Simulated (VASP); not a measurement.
TiC: energy against strain

TiC (rock salt, Fm-3m, 9.904 Å³/atom at rest, cube axes along x, y and z) under a strain ε along a cube axis (axis z), the other axes held. PBEsol in VASP (plane waves, PAW), 600 eV, 18×18×18 Γ-centred mesh, Methfessel-Paxton smearing 0.10 eV; ions are relaxed within the symmetry of each cell.

Here s stands for strain and y for E less E0.

```csv
strain (%),E less E0 (meV/atom)
-1.50,4.09
-1.00,1.79
-0.50,0.44
0.00,0.00
0.50,0.41
1.00,1.64
1.50,3.64
3.00,?
```

Q: Fit y against s with a parabola, and predict the withheld value at s = 3.00.

A: Least squares gives y = -0.003 - 0.1200·s + 1.7190·s². Residuals (row less fit): 0.045, -0.046, -0.047, 0.003, 0.043, 0.044, -0.045; standard error 0.055 (degrees of freedom: 4). Twice the quadratic coefficient over the volume, 2 × 1.7190 meV × 10⁴ × 0.1602 / 9.904 Å³, is the elastic constant C11 = 556 ± 8 GPa. At the withheld row, y = -0.003 - 0.1200 × 3.0 + 1.7190 × 3.0² = 15.108 meV/atom. The calculation gives 13.77 meV/atom, 1.338 meV/atom below the prediction (9.7 % of the range of y in the table). The row lies outside the fitted rows, so this is an extrapolation. From the scatter of the fitted rows alone, a prediction at this place has a standard error of 0.211 meV/atom, so the miss is 6.3 times that.

One order more, fitted to all 13 runs of the series, follows each within 0.01, so the miss is the next term of a smooth law. In a metal these values are sensitive to mesh and smearing; energies are taken to zero smearing, stresses follow the free energy. Rows are the converged runs of the series near zero and its far end; series whose fitted rows scatter by over a few per cent of the range, as at a crossing or softening among them, aren't shown in this form. Most that stay on the fit to the last digits aren't either.
